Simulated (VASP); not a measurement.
Data:

```yaml
crystal:
  lattice:
    - [0.00000, 2.81468, 2.81468]
    - [2.81468, 0.00000, 2.81468]
    - [11.30599, 11.30599, -0.04729]
  atoms:
    - { symbol: Al, position: [0.02690, 0.02690, 0.97983] }
    - { symbol: Al, position: [0.97489, 0.97489, 0.26883] }
    - { symbol: Al, position: [0.99194, 0.99194, 0.50605] }
    - { symbol: Al, position: [0.00884, 0.00884, 0.74337] }
    - { symbol: Sb, position: [0.24498, 0.24498, 0.06627] }
    - { symbol: P, position: [0.23400, 0.23400, 0.32450] }
    - { symbol: P, position: [0.25070, 0.25070, 0.56198] }
    - { symbol: P, position: [0.26777, 0.26777, 0.79917] }
```

Method: PBEsol GGA, VASP's PBE PAW potentials (set 64) (plane waves; VASP). Numerical set-up: 400 eV cut-off, 11×11×3 Γ-centred mesh, tetrahedra with Blöchl corrections, potentials Al Sb P.

For a metal the tetrahedron method with Blöchl corrections gives inexact stress and forces.

Problem. Which forces act on the atoms, in eV/Å?

Solution. 
| atom | Fx | Fy | Fz |
|---|---|---|---|
| Al1 | 0.032 | 0.032 | -0.032 |
| Al2 | -0.020 | -0.020 | 0.020 |
| Al3 | -0.017 | -0.017 | 0.017 |
| Al4 | 0.009 | 0.009 | -0.009 |
| Sb5 | -0.016 | -0.016 | 0.016 |
| P6 | 0.007 | 0.007 | -0.007 |
| P7 | 0.009 | 0.009 | -0.009 |
| P8 | -0.005 | -0.005 | 0.005 |

Problem. Give the stress tensor in GPa (positive for a compressed cell).

Solution. 
```
 0.03  -0.03   0.03
-0.03   0.03   0.03
 0.03   0.03   0.03
```
The pressure is its mean diagonal, 0.03 GPa.

The structure was generated: Al4P3Sb was put into an ordered model structure (R3m), which need not be its known phase. It was relaxed first.
